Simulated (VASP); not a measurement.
Input for VASP

File POSCAR:
```
PbO
1.0
  3.9897546468   0.0000000000   0.0000000000
  0.0000000000   3.9897546468   0.0000000000
  0.0000000000   0.0000000000   5.0320870862
Pb O
2 2
Cartesian
  1.9948773234   0.0000000000   3.8460417839
  0.0000000000   1.9948773234   1.1860453023
  1.9948773234   1.9948773234   0.0000000000
  0.0000000000   0.0000000000   5.0320870862
```

**KPOINTS**
```
kpoints
0
G
 5 5 4
```

INCAR:
```
# general
SYSTEM  = PbO
PREC    = Accurate
ENCUT   = 580
LREAL   = .FALSE.
LASPH   = .TRUE.

# electronic loop
EDIFF   = 1E-6
NELM    = 100
ALGO    = Normal
LMAXMIX = 4
LMIXTAU = .TRUE.

# smearing
ISMEAR  = 0
SIGMA   = 0.05

# functional
METAGGA = R2SCAN

# ions
IBRION  = 2
NSW     = 60
ISIF    = 3
EDIFFG  = -0.02

# output
LWAVE   = .FALSE.
LCHARG  = .FALSE.
```

POTCAR, in this order: Pb_d O (PBE.64 set). Program: vasp_std.

Q: Translate this r2SCAN calculation to Ansatz.

A: One equivalent input (not run):
Ansatz 0.2 input:
```yaml
crystal:
  lattice:
    - [3.9897546, 0.0000000, 0.0000000]
    - [0.0000000, 3.9897546, 0.0000000]
    - [0.0000000, 0.0000000, 5.0320871]
  atoms:
    - { symbol: Pb, position: [0.5000000, 0.0000000, 0.7643035] }
    - { symbol: Pb, position: [0.0000000, 0.5000000, 0.2356965] }
    - { symbol: O, position: [0.5000000, 0.5000000, 0.0000000] }
    - { symbol: O, position: [0.0000000, 0.0000000, 1.0000000] }
kpoints:
  mp_grid: { grid: [5, 5, 4] }
hamiltonian:
  xc: r2scan
  pseudopotentials: { kind: paw }
scf:
  occupations: { method: gaussian, width: 0.05 }
  max_iter: 100
relax:
  max_steps: 60
  f_tol: 0.02
  cell: {}
output: { forces: true, stress: true, eigenvalues: true }
```
The two are equivalent in intent, not identical: each code has its own PAW files, so the cut-off isn't converted (ENCUT is set for VASP's; basis.ecutwfc is left out, and Ansatz then takes the one that its files recommend); Ansatz stops its SCF on the density residual and VASP on the energy change (EDIFF).

The compound is PbO in the litharge structure. This run relaxes it. Symmetry was kept, so distortions that lower it aren't found. The start is the result of an earlier pass.
